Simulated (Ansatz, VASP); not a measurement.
# Cross-check of Be (Beryllium) between VASP and Ansatz, part 2 of 2

Aim: how closely do two programs agree when they are given the same cell, functional and k mesh? Of the first pair: The structure shown is the end of the Ansatz relaxation below.

VASP 6.6.1 and Ansatz 0.2.0.

So far. Step 3 (VASP: single point, PBEsol, pair 1): The run ends at a pressure of 11.50 GPa.

## Step 6: VASP: relaxation of cell and atoms, PBEsol

Level of this step: PBEsol; plane waves and PAW (Be) (VASP).

The same cell, functional, mesh and smearing now go to VASP, with its own data sets.

Contents of INCAR:

```
SYSTEM = Be
PREC = Accurate
ENCUT = 600
EDIFF = 1E-07
NELM = 120
ISMEAR = 1
SIGMA = 0.2
LREAL = .FALSE.
ALGO = Normal
GGA = PS
NBANDS = 8
LORBIT = 11
LWAVE = .FALSE.
LCHARG = .FALSE.
ISIF = 3
IBRION = 2
NSW = 80
EDIFFG = -0.005
LASPH = .TRUE.
GGA_COMPAT = .FALSE.
NELMIN = 4
```

Contents of POSCAR:

```
Be
1.0
    2.2547860000      0.0000000000      0.0000000000
   -1.1273930000      1.9527020000      0.0000000000
    0.0000000000      0.0000000000      3.5579460000
Be
2
Direct
    0.3333332480      0.6666664960      0.2499998595
    0.6666667520      0.3333335040      0.7499998595
```

Contents of KPOINTS:

```
Automatic mesh
0
Gamma
24 24 12
0 0 0
```

PAW data sets: Be (PBE family, release 64).

Launch:

```sh
mpirun -np 1 vasp_std
```

Numbers of over 12 decimals in the logs are rounded to 6 here.

What it wrote:

```text
[banner, memory and clock lines left out]
running    1 mpi-ranks, on    1 nodes
[...]
[... a notice as in an earlier step ...]

 LDA part: xc-table for (Slater+PW92), standard interpolation
 POSCAR, INCAR and KPOINTS ok, starting setup
[...]
entering main loop
       N       E                     dE             d eps       ncg     rms          rms(c)
DAV:   1    -0.334877635281E+01   -0.33488E+01   -0.19551E+03  6888   0.460E+02
DAV:   2    -0.800996706912E+01   -0.46612E+01   -0.45694E+01 10896   0.552E+01
DAV:   3    -0.802751602558E+01   -0.17549E-01   -0.17522E-01  7416   0.299E+00
DAV:   4    -0.802752764212E+01   -0.11617E-04   -0.11616E-04 10144   0.832E-02
[...]
DAV:   8    -0.799436528437E+01    0.22266E-05   -0.11987E-05  7688   0.279E-02    0.619E-03
DAV:   9    -0.799436596685E+01   -0.68248E-06   -0.45381E-07  8712   0.494E-03    0.469E-04
DAV:  10    -0.799436595807E+01    0.87764E-08   -0.36351E-10  5552   0.144E-04
   1 F= -.79943660E+01 E0= -.79941932E+01  d E =-.799437E+01
[...]
N       E                     dE             d eps       ncg     rms          rms(c)
DAV:   1    -0.799449817410E+01   -0.13221E-03   -0.78884E-04  8120   0.193E-01    0.110E-02
DAV:   2    -0.799449616735E+01    0.20068E-05   -0.26252E-06  8000   0.124E-02    0.665E-03
DAV:   3    -0.799449431621E+01    0.18511E-05   -0.62671E-07  8496   0.567E-03    0.235E-04
DAV:   4    -0.799449429723E+01    0.18980E-07   -0.41841E-09  4224   0.495E-04
   2 F= -.79944943E+01 E0= -.79943287E+01  d E =-.128339E-03
 trial-energy change:   -0.000128  1 .order   -0.000130   -0.000218   -0.000042
 step:   1.2602(harm=  1.2406)  dis= 0.00000  next Energy=    -7.994500 (dE=-0.134E-03)
[...]
N       E                     dE             d eps       ncg     rms          rms(c)
DAV:   1    -0.799449953893E+01   -0.52227E-05   -0.53321E-05  8136   0.503E-02    0.284E-03
DAV:   2    -0.799449928870E+01    0.25023E-06   -0.17726E-07  8024   0.321E-03    0.173E-03
DAV:   3    -0.799449898463E+01    0.30408E-06   -0.42109E-08  5784   0.147E-03    0.623E-05
DAV:   4    -0.799449897979E+01    0.48368E-08   -0.56630E-10  3432   0.197E-04
   3 F= -.79944990E+01 E0= -.79943354E+01  d E =-.133022E-03
[...]
reached required accuracy - stopping structural energy minimisation
```

From OUTCAR (step 6):

```text
  Total       -0.0011833     -0.0011833     -0.0042276      0.0000000     -0.0000000      0.0000000
  in kB       -0.1205572     -0.1205572     -0.4307085      0.0000000     -0.0000000      0.0000000
  external PRESSURE =      -0.2239410 kB  Pullay stress =       0.0000000 kB

 POSITION                                       TOTAL-FORCE (eV/Angst)
 -----------------------------------------------------------------------------------
      0.00000      1.30445      0.88930         0.000000      0.000000      0.000000
      1.12969      0.65223      2.66791        -0.000000     -0.000000      0.000000
 -----------------------------------------------------------------------------------
    total drift:                               -0.000000      0.000001     -0.000001

  FREE ENERGIE OF THE ION-ELECTRON SYSTEM (eV)
  ---------------------------------------------------
  free  energy   TOTEN  =        -7.9944989798 eV

  energy  without entropy=       -7.9940083655  energy(sigma->0) =       -7.99433544

 reached required accuracy - stopping structural energy minimisation

[... 1 part as in an earlier step ...]

[... 2 further parts left out ...]
[key lines of the parts left out:]
E-fermi :   7.0218
```

## Step 7: Differences

What differs besides the data sets and the points named for the pairs above, as far as they apply: Ansatz adds a Pulay correction to the stress that steers its cell, VASP none. Total energies have different zeros and are not compared.

Compared:

| quantity | Ansatz | VASP | difference |
| --- | --- | --- | --- |
| volume (Å³) | 15.67 | 15.73 | -0.36 % |
| edge a after relaxation, in the typed setting (Å) | 2.257 | 2.259 | -0.12 % |
| edge c after relaxation, in the typed setting (Å) | 3.553 | 3.557 | -0.13 % |

## Step 8: Ansatz: relaxation, PBEsol

This run makes the geometry at which the two programs are then compared.

The structure compared here is the end of the Ansatz relaxation.

Contents of input.yaml:

```yaml
crystal:
  lattice:
    - [2.2342200736, 0.0, 0.0]
    - [-1.1171100368, 1.9348913414, 0.0]
    - [0.0, 0.0, 3.5526536129]
  atoms:
    - { symbol: Be, position: [0.3333333333, 0.6666666667, 0.25] }
    - { symbol: Be, position: [0.6666666667, 0.3333333333, 0.75] }
kpoints:
  mp_grid: { grid: [24, 24, 12] }
hamiltonian:
  xc: pbesol
  pseudopotentials: { kind: paw, azcp: { folder: soft_1 }, xc_functional: pbe }
scf:
  occupations: { method: methfessel_paxton, width: 0.2 }
output:
  forces: true
  stress: true
  eigenvalues: true
relax:
  adjacent_minimum: "off"
  f_tol: 0.001
  max_steps: 60
  cell: { stress_tol: 0.01, fix: [a, b, gamma] }
```

Launch:

```sh
ansatz run input.yaml --threads 4 --pin off --max-ram 10240MiB --backend cpu --events-out ev --progress --plain --runs-dir out
```

What it wrote:

```text
[...]
Crystal: 2 atoms, lattice volume = 15.358 Å³
Basis set: ecut = 420 eV, 311 PW (Γ), exchange–correlation on 30×30×48 points (8 copies of the dense FFT grid, shifted against one another)
Bands: 6, of which v1, the nominal top of the filled ones, is band 2 counted from 1 (1 counted from 0)
Symmetry: 24 space group operations
[...]
k-points: 427 of 6912
[...]
P = ⅓ Tr σ = 2.3944 GPa (23.944 kbar)
--- Band table (eV; the first three rows and the last of 427) ---
[...]
--- Relaxed structure (3 steps of the walk, 3 accepted, 1 SCFs on fresh bases) ---
[...]
cell:  # Å, volume = 15.3673 Å³
    - [2.234220, 0, 0]
    - [-1.117110, 1.934891, 0]
    - [0, 0, 3.554790]
  atoms:
    - { symbol: Be, position: [0.333333, 0.666667, 0.25] }
    - { symbol: Be, position: [0.666667, 0.333333, 0.750000] }
[key lines of the parts left out:]
SCF converged after 4 iterations
Free energy (F): -180.695400 eV
Fermi energy:    8.366702 eV
```

## Step 9: VASP: single point, PBEsol, pair 3

The same cell, functional, mesh and smearing now go to VASP, with its own data sets.

Contents of INCAR:

```
SYSTEM = Be
PREC = Accurate
ENCUT = 600
EDIFF = 1E-06
NELM = 120
ISMEAR = 1
SIGMA = 0.2
LREAL = .FALSE.
ALGO = Normal
GGA = PS
NBANDS = 8
LORBIT = 11
LWAVE = .FALSE.
LCHARG = .FALSE.
ISIF = 2
LASPH = .TRUE.
GGA_COMPAT = .FALSE.
```

Contents of POSCAR:

```
Be
1.0
    2.2342200736      0.0000000000      0.0000000000
   -1.1171100368      1.9348913414      0.0000000000
    0.0000000000      0.0000000000      3.5547903923
Be
2
Direct
    0.3333333333      0.6666666667      0.2500000000
    0.6666666667      0.3333333333      0.7500000000
```

KPOINTS is that of step 6.

Launch:

```sh
mpirun -np 1 vasp_std
```

What it wrote:

```text
[... set-up lines as in an earlier step ...]
 entering main loop
       N       E                     dE             d eps       ncg     rms          rms(c)
DAV:   1    -0.318961173258E+01   -0.31896E+01   -0.20040E+03  6880   0.465E+02
DAV:   2    -0.800434353339E+01   -0.48147E+01   -0.46810E+01 11080   0.562E+01
DAV:   3    -0.802439231678E+01   -0.20049E-01   -0.19945E-01  7456   0.304E+00
DAV:   4    -0.802440694694E+01   -0.14630E-04   -0.14626E-04 10120   0.844E-02
DAV:   5    -0.802440694861E+01   -0.16658E-08   -0.19086E-08  7400   0.560E-04    0.127E+00
DAV:   6    -0.800017692186E+01    0.24230E-01   -0.28289E-03  7152   0.618E-01    0.774E-01
DAV:   7    -0.799022507012E+01    0.99519E-02   -0.38457E-03  7560   0.630E-01    0.152E-02
DAV:   8    -0.799022207147E+01    0.29987E-05   -0.11404E-05  7648   0.275E-02    0.659E-03
DAV:   9    -0.799022278725E+01   -0.71578E-06   -0.47246E-07  8128   0.499E-03
   1 F= -.79902228E+01 E0= -.79900323E+01  d E =-.571481E-03
```

Parts of OUTCAR (step 9):

```text
  Total        0.3848380      0.3848380      0.0469919      0.0000000      0.0000000      0.0000000
  in kB       40.1228683     40.1228683      4.8993390      0.0000000      0.0000000      0.0000000
  external PRESSURE =      28.3816919 kB  Pullay stress =       0.0000000 kB

 POSITION                                       TOTAL-FORCE (eV/Angst)
 -----------------------------------------------------------------------------------
     -0.00000      1.28993      0.88870         0.000000     -0.000000      0.000000
      1.11711      0.64496      2.66609        -0.000000      0.000000      0.000000
 -----------------------------------------------------------------------------------
    total drift:                                0.000000     -0.000000      0.000000

  FREE ENERGIE OF THE ION-ELECTRON SYSTEM (eV)
  ---------------------------------------------------
  free  energy   TOTEN  =        -7.9902227872 eV

  energy  without entropy=       -7.9896513065  energy(sigma->0) =       -7.99003229

[... 1 part as in an earlier step ...]

[... 2 further parts left out ...]
[key lines of the parts left out:]
E-fermi :   7.2490
```

The run ends at a pressure of 2.84 GPa.

## Step 10: Differences

Compared:

| quantity | Ansatz | VASP | difference |
| --- | --- | --- | --- |
| pressure (GPa) | 2.39 | 2.84 | -0.44 |

## Step 11: Outcome

* difference in pressure (single point, PBEsol, pair 1): -0.53 GPa
* difference in volume (relaxation of cell and atoms, PBEsol): -0.36 %
* difference in pressure (single point, PBEsol, pair 3): -0.44 GPa

**Reading.** The difference in pressure is -0.53 GPa (single point, PBEsol, pair 1), within the 1 GPa picked in this series as the mark of a large difference. 5 further runs of this series are not shown here. Such differences can come from data sets, numerical settings and the points named under the comparisons, not from the functional's error against experiment.

[Lines on the potential files, build, host, timing and source positions are cut from VASP's logs without a mark.]

[Logs are printed without paths, hosts, clocks, repeated set-up lines and the standing remarks that a program may print on its own settings, such as how far it seeks lower states.]

[Hosts, paths, dates, database ids (printed as entryN), source tags and the programs' standing remarks are cut or masked in the printed files.]
